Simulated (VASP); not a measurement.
# NaIrAu (P4/mmm) in VASP: notebook

The runs below take NaIrAu through single point, with PBE.

Program: VASP 6.6.1. These are calculated values, not measurements. Logs are shortened: lines on timing, memory, paths and dates and some standing lists are left out, and cuts for length are marked.

### 1 The structure

The structure is tetragonal, space group P4/mmm (No. 123). Conventional cell: a = 3.613 Å, b = 3.613 Å, c = 5.076 Å, α = 90.00°, β = 90.00°, γ = 90.00°. Na (site symmetry 4/mmm) is surrounded by 2 Au at 2.54 Å and 4 Ir at 2.55 Å. Ir (site symmetry 4/mmm) has 4 Na at 2.55 Å as nearest neighbours. Around Au (site symmetry 4/mmm) lie 2 Na at 2.54 Å.

The cell was built by a generator and needn't be a form met in nature.

### 2 Single point, PBE

Contents of INCAR:

```
ALGO     = Fast           # electronic algorithm
EDIFF    = 1E-6           # SCF threshold, eV
ENCUT    = 520            # plane-wave cutoff, eV
GGA      = PE             # functional
ISIF     = 2              # what is computed and relaxed
ISMEAR   = 0              # smearing method
LASPH    = True           # aspherical terms in the spheres
LCHARG   = False          # write CHGCAR
LREAL    = False          # projectors in reciprocal space
LWAVE    = False          # write WAVECAR
NBANDS   = 20             # bands
NELM     = 80             # most SCF steps
PREC     = Accurate       # precision mode
SIGMA    = 0.1            # smearing width, eV
```

Contents of KPOINTS:

```
k-points
0
Gamma
  12 12 10
```

Contents of POSCAR:

```
NaIrAu
1.0
    3.6127083811      0.0000000000      0.0000000000
    0.0000000000      3.6127083811      0.0000000000
    0.0000000000      0.0000000000      5.0755177144
Na Ir Au
1 1 1
Direct
    0.5000000000      0.5000000000      0.0000000000
    0.0000000000      0.0000000000      0.0000000000
    0.5000000000      0.5000000000      0.5000000000
```

Potentials or basis: VASP PAW PBE potentials, release 64 (Na_pv, Ir, Au).

The run is started by

```console
$ cat potpaw_PBE.64/Na_pv/POTCAR potpaw_PBE.64/Ir/POTCAR potpaw_PBE.64/Au/POTCAR > POTCAR
$ mpirun -np 1 vasp_std > vasp.out
```

OUTCAR:

```text
EDIFF = 1E-6
   ENCUT = 520
   GGA = PE
   ISIF = 2
   ISMEAR = 0
   LASPH = True
   LREAL = False
   NELM = 80
   PREC = Accurate

 ion  position               nearest neighbor table
   1  0.500  0.500  0.000-   3 2.54   3 2.54   2 2.55   2 2.55   2 2.55   2 2.55
   2  0.000  0.000  0.000-   1 2.55   1 2.55   1 2.55   1 2.55
   3  0.500  0.500  0.500-   1 2.54   1 2.54

  LATTYP: Found a simple tetragonal cell.
 ALAT       =     3.6127083811
 C/A-ratio  =     1.4049065629

  Lattice vectors:

 A1 = (   3.6127083811,   0.0000000000,   0.0000000000)
 A2 = (   0.0000000000,   3.6127083811,   0.0000000000)
 A3 = (   0.0000000000,   0.0000000000,   5.0755177144)

Analysis of symmetry for initial positions (statically):
=====================================================================
 Subroutine PRICEL returns:
 Original cell was already a primitive cell.

 Routine SETGRP: Setting up the symmetry group for a
 simple tetragonal supercell.

 Subroutine GETGRP returns: Found 16 space group operations
 (whereof 16 operations were pure point group operations)
 out of a pool of 16 trial point group operations.

The static configuration has the point symmetry D_4h.

Analysis of symmetry for dynamics (positions and initial velocities):
=====================================================================
 Subroutine PRICEL returns:
 Original cell was already a primitive cell.

 Routine SETGRP: Setting up the symmetry group for a
 simple tetragonal supercell.

 Subroutine GETGRP returns: Found 16 space group operations
 (whereof 16 operations were pure point group operations)
 out of a pool of 16 trial point group operations.

The dynamic configuration has the point symmetry D_4h.

 Subroutine INISYM returns: Found 16 space group operations
 (whereof 16 operations are pure point group operations),
 and found     1 'primitive' translations

----------------------------------------------------------------------------------------

                                     Primitive cell

  volume of cell :      66.2439

  direct lattice vectors                    reciprocal lattice vectors
     3.612708381  0.000000000  0.000000000     0.276800642  0.000000000  0.000000000
     0.000000000  3.612708381  0.000000000     0.000000000  0.276800642  0.000000000
     0.000000000  0.000000000  5.075517714     0.000000000  0.000000000  0.197024236

  length of vectors
     3.612708381  3.612708381  5.075517714     0.276800642  0.276800642  0.197024236

  position of ions in fractional coordinates (direct lattice)
     0.500000000  0.500000000  0.000000000
     0.000000000  0.000000000  0.000000000
     0.500000000  0.500000000  0.500000000

  ion indices of the primitive-cell ions
   primitive index   ion index
                 1           1
                 2           2
                 3           3

----------------------------------------------------------------------------------------

 KPOINTS: k-points

Automatic generation of k-mesh.
 Grid dimensions read from file:
 generate k-points for:   12   12   10

 Generating k-lattice:

  Cartesian coordinates                     Fractional coordinates (reciprocal lattice)
     0.023066720  0.000000000  0.000000000     0.083333333  0.000000000  0.000000000
     0.000000000  0.023066720  0.000000000     0.000000000  0.083333333  0.000000000
     0.000000000  0.000000000  0.019702424     0.000000000  0.000000000  0.100000000

  Length of vectors
     0.023066720  0.023066720  0.019702424

  Shift w.r.t. Gamma in fractional coordinates (k-lattice)
     0.000000000  0.000000000  0.000000000

 Subroutine IBZKPT returns following result:
 ===========================================

 Found    168 irreducible k-points:

 Following reciprocal coordinates:
            Coordinates               Weight
  0.000000  0.000000  0.000000      1.000000
  0.083333  0.000000  0.000000      4.000000
  0.166667  0.000000  0.000000      4.000000
  0.250000  0.000000  0.000000      4.000000
  0.333333  0.000000  0.000000      4.000000
  0.416667  0.000000  0.000000      4.000000
[... 16 lines left out ...]
  0.333333  0.333333  0.000000      4.000000
  0.416667  0.333333  0.000000      8.000000
 [... further k-points ...]
   k-points           NKPTS =    168   k-points in BZ     NKDIM =    168   number of bands    NBANDS=     20
   number of dos      NEDOS =    301   number of ions     NIONS =      3
   total plane-waves  NPLWV =  31360
   dimension x,y,z NGX =    28 NGY =   28 NGZ =   40
   dimension x,y,z NGXF=    56 NGYF=   56 NGZF=   80
   ions per type =               1   1   1
   NGX,Y,Z   is equivalent  to a cutoff of  12.88, 12.88, 13.10 a.u.
   NGXF,Y,Z  is equivalent  to a cutoff of  25.77, 25.77, 26.20 a.u.
 SYSTEM =  unknown system
   PREC   = accura    normal or accurate (medium, high low for compatibility)
   ISTART =      0    job   : 0-new  1-cont  2-samecut
   ICHARG =      2    charge: 1-file 2-atom 10-const
   ISPIN  =      1    spin polarized calculation?
   LNONCOLLINEAR =      F non collinear calculations
   LSORBIT =      F    spin-orbit coupling
   LASPH  =      T    aspherical Exc in radial PAW
   ENCUT  =  520.0 eV  38.22 Ry    6.18 a.u.   6.72  6.72  9.44*2*pi/ulx,y,z
   NELM   =     80;   NELMIN=  2; NELMDL= -5     # of ELM steps
   EDIFF  = 0.1E-05   stopping-criterion for ELM
   LREAL  =      F    real-space projection
   EDIFFG = 0.1E-04   stopping-criterion for IOM
   NSW    =      0    number of steps for IOM
   IBRION =     -1    ionic relax: 0-MD 1-quasi-New 2-CG
   NFREE  =      0    steps in history (QN), initial steepest desc. (CG)
   ISIF   =      2    stress and relaxation
   ISYM   =      2    0-nonsym 1-usesym 2-fastsym
   POTIM  = 0.5000    time-step for ionic-motion
   TEBEG  =    0.0;   TEEND  =   0.0 temperature during run
   PSTRESS=    0.0 pullay stress
   NELECT =      27.0000    total number of electrons
   NUPDOWN=      -1.0000    fix difference up-down
   EMIN   =  10.00;   EMAX   =-10.00  energy-range for DOS
   EFERMI =   0.00;   METHOD = LEGACY
   ISMEAR =     0;   SIGMA  =   0.10  broadening in eV -4-tet -1-fermi 0-gaus
   EFERMI_NEDOS =   21; number of points for ismear=-14 and -15
   IALGO  =     68    algorithm
   IMIX   =      4    mixing-type and parameters
     AMIX     =   0.40;   BMIX     =  1.00
     AMIX_MAG =   1.60;   BMIX_MAG =  1.00
  volume/ion in A,a.u.               =      22.08       149.01
  Fermi-wavevector in a.u.,A,eV,Ry     =   1.213801  2.293751 20.045627  1.473312
  Thomas-Fermi vector in A             =   2.349241
   LORBIT       =      0    0 simple, 1 ext, 2 COOP (PROOUT), +10 PAW based schemes
   GGA     = PE    functional components
   LHFCALC =     F    Hartree Fock is set to
   AEXX    =    0.0000 exact exchange contribution
   IVDW    =     0    specifies the selected vdW correction
   LEPSILON=     F    determine dielectric tensor
   LRPA    =     F    only Hartree local field effects (RPA)
 non-spin polarized calculation
 RMM-DIIS sequential band-by-band and
 Gauss-broadening in eV      SIGMA  =   0.10
  energy-cutoff  :      520.00
  volume of cell :       66.24
 maximum number of plane-waves:      1816
 NGX is ok and might be reduce to    28
   NGX = 13   NGY = 13   NGZ = 19

 number of electron      27.0000008 magnetization

 Free energy of the ion-electron system (eV)
  ---------------------------------------------------
  ext. energy  EPLUGINS =         0.00000000
  ---------------------------------------------------
  free energy    TOTEN  =        -7.80102541 eV

  energy without entropy =       -7.77072406  energy(sigma->0) =       -7.78587473

 E-fermi :   2.8294     XC(G=0): -10.1095

 val. band max:        2.8286017861   @ k =   0.5000   0.3333   0.2000
 cond. band min:       2.8294773695   @ k =   0.4167   0.0000   0.5000
 fundamental gap:      0.0008755834
 Fermi energy:         2.8293862465

 k-point     1 :       0.0000    0.0000    0.0000
  band No.  band energies     occupation
      1     -19.5575      2.00000
      2     -19.5196      2.00000
      3     -19.5196      2.00000
      4      -2.4124      2.00000
      5      -0.3824      2.00000
      6      -0.2173      2.00000
[... 12 lines left out ...]
     19      15.2968      0.00000
     20      15.3810      0.00000

 k-point     2 :       0.0833    0.0000    0.0000
  band No.  band energies     occupation
      1     -19.5573      2.00000
      2     -19.5236      2.00000
      3     -19.5208      2.00000
      4      -2.3188      2.00000
      5      -0.3520      2.00000
      6      -0.1836      2.00000
[... 12 lines left out ...]
     19      15.1574      0.00000
     20      15.2804      0.00000

 k-point     3 :       0.1667    0.0000    0.0000
  band No.  band energies     occupation
      1     -19.5569      2.00000
      2     -19.5345      2.00000
      3     -19.5244      2.00000
      4      -2.0452      2.00000
      5      -0.2861      2.00000
      6      -0.0751      2.00000
[... 12 lines left out ...]
     19      14.0517      0.00000
     20      14.3889      0.00000

 k-point     4 :       0.2500    0.0000    0.0000
  band No.  band energies     occupation
      1     -19.5564      2.00000
      2     -19.5493      2.00000
      3     -19.5292      2.00000
      4      -1.6166      2.00000
      5      -0.2175      2.00000
      6       0.0285      2.00000
[... 429 lines left out ...]
 k-point    23 :       0.3333    0.3333    0.0000
  band No.  band energies     occupation
      1     -19.5597      2.00000
      2     -19.5526      2.00000
      3     -19.5427      2.00000
      4      -0.4691      2.00000
      5      -0.1930      2.00000
      6      -0.1362      2.00000
[... 12 lines left out ...]
     19       9.9761      0.00000
     20      11.3674      0.00000

 k-point    24 :       0.4167    0.3333    0.0000
  band No.  band energies     occupation
      1     -19.5579      2.00000
      2     -19.5518      2.00000
      3     -19.5457      2.00000
      4      -0.3737      2.00000
      5      -0.2651      2.00000
      6      -0.1876      2.00000
[... 12 lines left out ...]
     19      10.1270      0.00000
     20      10.7836      0.00000

 [... further k-points ...]

------------------------ aborting loop because EDIFF is reached ----------------------------------------

  FORCE on cell =-STRESS in cart. coord.  units (eV):
  Direction    XX          YY          ZZ          XY          YZ          ZX
  --------------------------------------------------------------------------------------
  -------------------------------------------------------------------------------------
  Total        0.0552301      0.0552301      0.0381355      0.0000000      0.0000000      0.0000000
  in kB        1.3357973      1.3357973      0.9223456      0.0000000      0.0000000      0.0000000
  external PRESSURE =       1.1979801 kB  Pullay stress =       0.0000000 kB

 VOLUME and BASIS-vectors are now :
 -----------------------------------------------------------------------------
  energy-cutoff  :      520.00
  volume of cell :       66.24
      direct lattice vectors                 reciprocal lattice vectors
     3.612708381  0.000000000  0.000000000     0.276800642  0.000000000  0.000000000
     0.000000000  3.612708381  0.000000000     0.000000000  0.276800642  0.000000000
     0.000000000  0.000000000  5.075517714     0.000000000  0.000000000  0.197024236

 POSITION                                       TOTAL-FORCE (eV/Angst)
 -----------------------------------------------------------------------------------
      1.80635      1.80635      0.00000         0.000000      0.000000      0.000000
      0.00000      0.00000      0.00000         0.000000      0.000000      0.000000
      1.80635      1.80635      2.53776         0.000000      0.000000      0.000000
 -----------------------------------------------------------------------------------
    total drift:                                0.000000      0.000000      0.000000

  FREE ENERGIE OF THE ION-ELECTRON SYSTEM (eV)
  ---------------------------------------------------
  free  energy   TOTEN  =        -7.8010254074 eV

  energy  without entropy=       -7.7707240567  energy(sigma->0) =       -7.78587473
```

Run time: 92 s. Hardware: 1 thread of Intel Xeon 6975P-C (Granite Rapids), shared host; peak memory 0.37 GiB.

What came out:

```yaml
Free_energy: -7.8010 eV
Pressure: 0.1 GPa
Band_gap_on_the_k_mesh: none (metal or under the smearing width)
```

Spin-orbit coupling is left out, which matters for the levels of Au, Ir.

### 3 Single point, PBE (random cell by space group and Wyckoff sites (P4/mmm, No. 123))

Contents of INCAR:

```
PREC = Accurate
ENCUT = 520
EDIFF = 1E-6
ISMEAR = 0
SIGMA = 0.1
LREAL = False
LASPH = True
NELM = 60
ALGO = Fast
ISIF = 2
LWAVE = False
LCHARG = True
GGA = PE
LELF = True
LVHAR = True
NBANDS = 20
```

Contents of KPOINTS:

```
Automatic mesh
0
Gamma
  12 12 10
```

POSCAR is that of step 2.

Potentials or basis: VASP PAW PBE potentials, release 64 (Na_pv, Ir, Au).

The run is started by

```console
$ cat potpaw_PBE.64/Na_pv/POTCAR potpaw_PBE.64/Ir/POTCAR potpaw_PBE.64/Au/POTCAR > POTCAR
$ mpirun -np 1 vasp_std > vasp.out
```

Run time: 85 s. Hardware: 1 thread of Intel Xeon 6975P-C (Granite Rapids), shared host; peak memory 0.37 GiB.

It converged, with:

| Quantity | Value |
| --- | --- |
| Free energy | -7.8010 eV |
| Pressure | 0.1 GPa |
| Band gap on the k mesh | none (metal or under the smearing width) |

Levels at points of the mesh, in eV from the Fermi level:
| k point | band 10 | band 11 | band 12 | band 13 | band 14 | band 15 | band 16 | band 17 | band 18 | band 19 |
| --- | --- | --- | --- | --- | --- | --- | --- | --- | --- | --- |
| (0.00, 0.00, 0.00) | -1.64 | -1.26 | -0.33 | 0.00 | 0.00 | 1.83 | 2.30 | 7.39 | 7.39 | 12.47 |
| (0.50, 0.00, 0.00) | -1.17 | -0.88 | -0.86 | -0.57 | -0.11 | 0.74 | 4.89 | 6.00 | 6.39 | 6.74 |
| (0.50, 0.50, 0.00) | -0.31 | -0.31 | 0.00 | 0.45 | 1.79 | 1.79 | 1.91 | 2.01 | 6.94 | 7.52 |
| (0.00, 0.00, 0.50) | -2.02 | -1.81 | -0.49 | -0.37 | -0.28 | -0.28 | 8.77 | 9.36 | 9.76 | 9.76 |
| (0.50, 0.00, 0.50) | -1.34 | -0.39 | 0.02 | 0.07 | 0.83 | 1.00 | 1.31 | 1.35 | 9.92 | 10.75 |
| (0.50, 0.50, 0.50) | -1.22 | -1.22 | -0.11 | 0.45 | 1.44 | 1.83 | 4.04 | 4.04 | 5.04 | 5.04 |

Spin-orbit coupling is left out, which matters for the levels of Au, Ir.
